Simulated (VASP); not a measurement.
These are PBE GGA, VASP's PBE PAW potentials (set 64) (plane waves; VASP 6.6.1) values and carry that method's errors.

Input for VASP

### POSCAR
```
WC
1
    1.4526280000    -2.5409870000     0.0000000000
    1.4526280000     2.5409870000     0.0000000000
    0.0000000000     0.0000000000     2.7686920000
W C
1 1
Direct
  0.0000000000   0.0000000000   0.0000000000
  0.3588770000   0.6922110000   0.5000000000
```

KPOINTS:
```
Automatic mesh
0
G
  13 13 12
```

### INCAR
```
! general
SYSTEM =WC
PREC   =Accurate
ENCUT  =520
LREAL  =.FALSE.
LASPH  =.TRUE.

! electronic loop
EDIFF  =1E-6
NELM   =100
ALGO   =Fast
LMAXMIX=6

! smearing
ISMEAR =1
SIGMA  =0.1

! functional
GGA    =PE

! ions
ISIF   =2

! output
LWAVE  =.FALSE.
LCHARG =.FALSE.
```

POTCAR, in this order: W_sv C (PBE.64 set). Program: vasp_std.

Problem. What will the output report for the number of irreducible k-points (NKPTS), number of bands (NBANDS), largest plane-wave count, number of space-group operations, FFT grid (NGX, NGY, NGZ)?

Solution. 
```yaml
number of irreducible k-points (NKPTS): 595
number of bands (NBANDS): 13
largest_plane_wave_count: 567
number_of_space_group_operations: 2
FFT grid (NGX, NGY, NGZ): 24 × 24 × 24
```

The compound is WC in the wc structure. The cell was not relaxed at this level, atoms are displaced from their ideal sites. The run is one of a series of settings (ALGO = Fast against the base run), some of them coarse on purpose.
